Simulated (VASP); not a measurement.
Wanted: the native input for a VASP 6.6.1 run.

```
Task                   : relaxation of the atoms
Functional             : revPBE
Dispersion             : D2
Potentials or basis    : VASP PAW PBE potentials, release 64 (Cu, B)
Cutoff                 : 500 eV
k mesh                 : 7 × 7 × 11
Occupations            : methfessel-paxton, width 0.2 eV
Spin                   : no spin polarisation
Further INCAR settings : ALGO = Fast; EDIFF = 1e-06; IBRION = 2; EDIFFG = -0.01; NSW = 40
```

The structure of Cu2B lies in POSCAR:

```
Cu2B
1.0
    3.6528100000      0.0000000000      0.0000000000
    0.0000000000      3.6528100000      0.0000000000
    0.0000000000      0.0000000000      2.4024200000
Cu B
2 1
Direct
    0.0000000000      0.5000000000      0.5000000000
    0.5000000000      0.0000000000      0.5000000000
    0.0000000000      0.0000000000      0.0000000000
```

The cell was built by a generator and needn't be a form met in nature.

The input as run:

INCAR

```
SYSTEM = Cu2B
PREC = Accurate ; ENCUT = 500
EDIFF = 1E-6 ; ISMEAR = 1
SIGMA = 0.2 ; LREAL = .False.
LASPH = .True. ; NELM = 100
ALGO = Fast ; ISIF = 2
LWAVE = .False. ; LCHARG = .False.
GGA = RE ; IVDW = 1
IBRION = 2 ; NSW = 40
EDIFFG = -0.01
```

KPOINTS

```
regular mesh
0
Gamma
  7 7 11
  0 0 0
```

Potentials or basis: VASP PAW PBE potentials, release 64 (Cu, B).

The run is started by

```sh
$ cat potpaw_PBE.64/Cu/POTCAR potpaw_PBE.64/B/POTCAR > POTCAR
$ mpirun -np 1 vasp_std > vasp.out
```

Results of the run:

```json
{
 "Pressure after relaxing": "-11.7 GPa",
 "Band gap on the k mesh": "none (metal or under the smearing width)",
 "Dispersion energy per atom": "-0.644 eV"
}
```

Caveat: the relaxation stopped at its first step, so nothing moved; atom-pairwise D2, TS and ULG terms overbind metals; the PAW data sets were made with another functional, which shifts forces and pressure a little; pairwise dispersion overbinds metals, which lowers pressure and volume.

Wall time 24 s on 1 thread of Intel(R) Xeon(R) Platinum 8375C CPU @ 2.90GHz (Ice Lake), with other jobs on the host, peak memory 0.15 GiB.
